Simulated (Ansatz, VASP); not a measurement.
# TeW10 (W(100)-(2x1)-Te, hollow site) in two plane-wave programs, part 3 of 3

One calculation is typed for both programs; each brings its own data sets. How far apart do they land? Of the first pair: The structure shown is the start of the Ansatz relaxation below; VASP solves that cell, so the two are compared at the walk's first step.

VASP 6.6.1 and Ansatz 0.2.0.

So far. Step 4 (Side by side): The forces differ by 78 meV/Å r.m.s., which is 11.6 % of the r.m.s. force of 0.674 eV/Å (both taken over all components). With vacuum in the cell, a pressure given here is an average over mostly empty space and none of the material. Step 8 (Differences): The forces differ by 84 meV/Å r.m.s., which is 15.8 % of the r.m.s. force of 0.529 eV/Å (both taken over all components). With vacuum in the cell, a pressure given here is an average over mostly empty space and none of the material.

## 9. VASP: single point, PBE with D3(BJ), pair 3

Level of this step: PBE with D3(BJ), no spin polarisation; plane waves and PAW (W, Te) (VASP).

With cell and atoms fixed, the geometry can't cause a difference; cores, projectors, grids and the points listed under the comparison can.

Input file INCAR:

```
SYSTEM = TeW10
PREC = Accurate
ENCUT = 520
EDIFF = 1E-06
NELM = 120
ISMEAR = -1
SIGMA = 0.05
LREAL = .FALSE.
ALGO = Normal
GGA = PE
IVDW = 12
NBANDS = 44
LASPH = .TRUE.
LORBIT = 11
LWAVE = .FALSE.
LCHARG = .FALSE.
ISIF = 2
LDIPOL = .TRUE.
IDIPOL = 3
DIPOL = 0.5 0.5 0.475
LVHAR = .TRUE.
GGA_COMPAT = .FALSE.
NELMDL = -8
KPAR = 2
```

Input file POSCAR:

```
TeW10
1.0
    6.3200000000      0.0000000000      0.0000000000
    0.0000000000      3.1600000000      0.0000000000
    0.0000000000      0.0000000000     25.4097846779
W Te
10 1
Direct
    0.0000000000      0.0000000000      0.3345168055
    0.5000000000      0.0000000000      0.3345168055
    0.2500000000      0.5000000000      0.3966975765
    0.7500000000      0.5000000000      0.3966975765
    0.9976293351      0.0000000000      0.4583825387
    0.5023706649      0.0000000000      0.4583825387
    0.2500000000      0.5000000000      0.5194127179
    0.7500000000      0.5000000000      0.5229010575
    0.0127647464      0.0000000000      0.5801696308
    0.4872352536      0.0000000000      0.5801696308
    0.2500000000      0.5000000000      0.6547543287
```

Input file KPOINTS:

```
Automatic mesh
0
Gamma
10 20 1
0 0 0
```

Potentials, in the order of the species: W and Te (PBE family, release 64).

Run with:

```bash
mpirun -np 2 vasp_std
```

Numbers of over 12 decimals in the logs are rounded to 6 here.

What it wrote:

```text
[... set-up lines as in an earlier step ...]
 entering main loop
       N       E                     dE             d eps       ncg     rms          rms(c)
DAV:   1     0.357028141889E+03    0.35703E+03   -0.23887E+04  5808   0.117E+03
DAV:   2    -0.835949527099E+02   -0.44062E+03   -0.41305E+03  8260   0.248E+02
DAV:   3    -0.131384143942E+03   -0.47789E+02   -0.45767E+02  7124   0.803E+01
DAV:   4    -0.134870038629E+03   -0.34859E+01   -0.33806E+01  9816   0.186E+01
[...]
DAV:  41    -0.125516958332E+03   -0.60372E-05   -0.53214E-07  4444   0.222E-03    0.251E-03
DAV:  42    -0.125516961865E+03   -0.35336E-05   -0.39578E-07  4024   0.250E-03    0.141E-03
DAV:  43    -0.125516962837E+03   -0.97152E-06   -0.12562E-07  3628   0.133E-03
   1 F= -.13088468E+03 E0= -.13083462E+03  d E =-.100113E+00
```

OUTCAR, selected parts (step 9):

```text
 Edisp (eV)   -5.36772

  Total     -15.37240   -14.12368    -7.52983     0.00000     0.00000     0.00000
  in kB     -48.53411   -44.59161   -23.77336     0.00000     0.00000     0.00000
  external pressure =      -38.97 kB  Pullay stress =        0.00 kB

 POSITION                                       TOTAL-FORCE (eV/Angst)
 -----------------------------------------------------------------------------------
      0.00000      0.00000      8.50000         0.103960      0.000000      1.640292
      3.16000      0.00000      8.50000        -0.103960      0.000000      1.640292
      1.58000      1.58000     10.08000         0.000000      0.000000     -1.519841
      4.74000      1.58000     10.08000         0.000000      0.000000     -1.320128
      6.30502      0.00000     11.64740         0.022289      0.000000     -0.021919
      3.17498      0.00000     11.64740        -0.022289      0.000000     -0.021919
      1.58000      1.58000     13.19817         0.000000      0.000000      0.116657
      4.74000      1.58000     13.28680         0.000000      0.000000      0.025100
      0.08067      0.00000     14.74199         0.091744      0.000000     -0.243241
      3.07933      0.00000     14.74199        -0.091744      0.000000     -0.243241
      1.58000      1.58000     16.63717         0.000000      0.000000     -0.052053
 -----------------------------------------------------------------------------------
    total drift:                                0.000000      0.000000     -0.000196

  FREE ENERGIE OF THE ION-ELECTRON SYSTEM (eV)
  ---------------------------------------------------
  free  energy   TOTEN  =      -130.8846784616 eV

  energy  without entropy=     -130.7845650047  energy(sigma->0) =     -130.83462173

[... 1 part as in an earlier step ...]

[... 2 further parts left out ...]
[key lines of the parts left out:]
E-fermi :   0.2450
```

## 10. Ansatz: single point, PBE with D3(BJ), pair 3

The same cell, functional, mesh and smearing now go to Ansatz, which takes its cutoff from its data sets.

The cell is taken from a series of runs on this material, whose earlier steps may have relaxed, scaled, displaced or heated it; both programs get it as it stands.

Input file input.yaml:

```yaml
crystal:
  lattice:
    - [6.32, 0.0, 0.0]
    - [0.0, 3.16, 0.0]
    - [0.0, 0.0, 25.4097846779]
  atoms:
    - { symbol: W, position: [0.0, 0.0, 0.3345168055] }
    - { symbol: W, position: [0.5, 0.0, 0.3345168055] }
    - { symbol: W, position: [0.25, 0.5, 0.3966975765] }
    - { symbol: W, position: [0.75, 0.5, 0.3966975765] }
    - { symbol: W, position: [-0.0023706649, 0.0, 0.4583825387] }
    - { symbol: W, position: [0.5023706649, 0.0, 0.4583825387] }
    - { symbol: W, position: [0.25, 0.5, 0.5194127179] }
    - { symbol: W, position: [0.75, 0.5, 0.5229010575] }
    - { symbol: W, position: [0.0127647464, 0.0, 0.5801696308] }
    - { symbol: W, position: [0.4872352536, 0.0, 0.5801696308] }
    - { symbol: Te, position: [0.25, 0.5, 0.6547543287] }
kpoints:
  mp_grid: { grid: [10, 20, 1] }
hamiltonian:
  xc: pbe
  dispersion: d3bj
scf:
  occupations: { method: fermi_dirac, width: 0.05 }
  convergence: { dr2_threshold: 1.0e-09 }
  n_extra_bands: 23
efield:
  axis: 3
  dipole_correction: true
  ramp_position: 0.97
  ramp_width: 0.06
output:
  band_densities:
    - { e_range: [-0.2, 0] }
    - { e_range: [-0.7, 0] }
    - { e_range: [-1.5, 0] }
    - { e_range: [0, 0.2] }
    - { e_range: [0, 0.7] }
    - { e_range: [0, 1.5] }
    - { e_range: [-2.0, -1.8] }
    - { e_range: [-1.8, -1.6] }
    - { e_range: [-1.6, -1.4] }
    - { e_range: [-1.4, -1.2] }
    - { e_range: [-1.2, -1.0] }
    - { e_range: [-1.0, -0.8] }
    - { e_range: [-0.8, -0.6] }
    - { e_range: [-0.6, -0.4] }
    - { e_range: [-0.4, -0.2] }
    - { e_range: [0.2, 0.4] }
    - { e_range: [0.4, 0.6] }
    - { e_range: [0.6, 0.8] }
    - { e_range: [0.8, 1.0] }
    - { e_range: [1.0, 1.2] }
    - { e_range: [1.2, 1.4] }
    - { e_range: [1.4, 1.6] }
    - { e_range: [1.6, 1.8] }
    - { e_range: [1.8, 2.0] }
  band_residual_tolerance: 0.0001
  dos: { projected: true, e_range: [-5, 4] }
  write_potential: true
  write_density: true
  volumetric_format: npy
```

Run with:

```bash
ansatz run input.yaml --threads 4 --pin off --max-ram 6144MiB --backend cpu --events-out ev --progress --plain --runs-dir out
```

What it wrote:

```text
[...]
Crystal: 11 atoms, lattice volume = 507.464 Å³
Basis set: ecut = 420 eV, 9939 PW (Γ)
Bands: 101, of which v1, the nominal top of the filled ones, is band 78 counted from 1 (77 counted from 0)
Symmetry: 4 space group operations
[...]
k-points: 66 of 200
[...]
e_range: [1.2, 1.4]                           1.960000             3.4e-5           0
  e_range: [1.4, 1.6]                           2.410000             3.3e-5           0
  e_range: [1.6, 1.8]                           2.480000             3.5e-5           0
  e_range: [1.8, 2]                             2.830000             3.4e-5           0
[key lines of the parts left out:]
SCF converged after 11 iterations
Free energy (F): -110825.781779 eV
Fermi energy:    5.075004 eV
Dipole field:    D = 0.002206 V/Å  (p = 0.006187 e·Å, saw-weighted, corrected)
Work function:   Φ+ = 4.2030 eV   Φ− = 4.2591 eV
```

## 11. Side by side

What differs besides the data sets and the points named for the pairs above, as far as they apply: the data sets hold 156 valence electrons in Ansatz (on its default PAW (the set named soft_2) files) and 66 in VASP. Total energies have different zeros and are not compared.

The two programs side by side:

| quantity | Ansatz | VASP | difference |
| --- | --- | --- | --- |
| work function, lower of the two faces (eV) | 4.20 | 4.21 | -0.01 |
| work function, higher of the two faces (eV) | 4.26 | 4.28 | -0.02 |

With vacuum in the cell, a pressure given here is an average over mostly empty space and none of the material.

## 12. What came out

```yaml
r_m_s_force_difference_single_point_pbe_with_d3_bj_start_cell_pair_1: 12 % of the r.m.s. force
r_m_s_force_difference_single_point_pbe_with_d3_bj_relaxed_cell_pair_2: 16 % of the r.m.s. force
difference_in_work_function_higher_of_the_two_faces_single_point_pbe_with_d3_bj_pair_3: -0.018 eV
```

The r.m.s. force difference is 16 % of the r.m.s. force (single point, PBE with D3(BJ), relaxed cell, pair 2), beyond the 3 % picked in this series as the mark of a large difference. The data sets hold unlike numbers of valence electrons (156 in Ansatz and 66 in VASP), so part of the differences comes from the potentials. Single point, PBE with D3(BJ), start cell, pair 1, VASP with the data sets W_sv and Te_sv_GW: r.m.s. force difference goes from 78 to 12 meV/Å. What causes the difference of the single point, PBE with D3(BJ), relaxed cell, pair 2 pair stays open here. Such differences can come from data sets, numerical settings and the points named under the comparisons, not from the functional's error against experiment.

[Lines on the potential files, build, host, timing and source positions are cut from VASP's logs without a mark.]

[Logs are printed without paths, hosts, clocks, repeated set-up lines and the standing remarks that a program may print on its own settings, such as how far it seeks lower states.]

[Hosts, paths, dates, database ids (printed as entryN), source tags and the programs' standing remarks are cut or masked in the printed files.]
